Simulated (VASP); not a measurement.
Input:

```
CELL_PARAMETERS angstrom
      2.94535     0.00000     0.00000
      0.00000     2.94535     0.00000
      0.00000     0.00000     2.94535
ATOMIC_POSITIONS crystal
  Ti 0.00000 0.00000 0.00000
  Co 0.50000 0.50000 0.50000
```

These are r2SCAN+rVV10, VASP's PBE PAW potentials (set 64) (plane waves; VASP 6.6.1) values and carry that method's errors. Settings: 520 eV cut-off, 12×12×12 Γ-centred mesh, first-order Methfessel-Paxton smearing of 0.10 eV, potentials Ti_sv Co.

### Question
Give the energy at these volumes per atom, relative to the lowest: 12.02, 12.40, 12.78, 13.17, 13.55 Å³.

### Answer
30.5, 7.1, 0.0, 6.8, 25.7 meV/atom. A third-order Birch-Murnaghan fit gives B0 = 195 GPa and B0′ = 4.1.

Measured: bulk modulus 154 GPa (computed value off by +26.4 %), a 2.995 Å (computed value off by -1.7 %), as given by Yamada et al., (2019), arXiv:1910.09660. The calculation is for a static lattice, while the measured bulk modulus, a hold thermal and zero-point effects, which are part of the difference.

The compound is TiCo in the CsCl type structure. It was relaxed first. The run is not spin-polarised, so no magnetic state was tried.
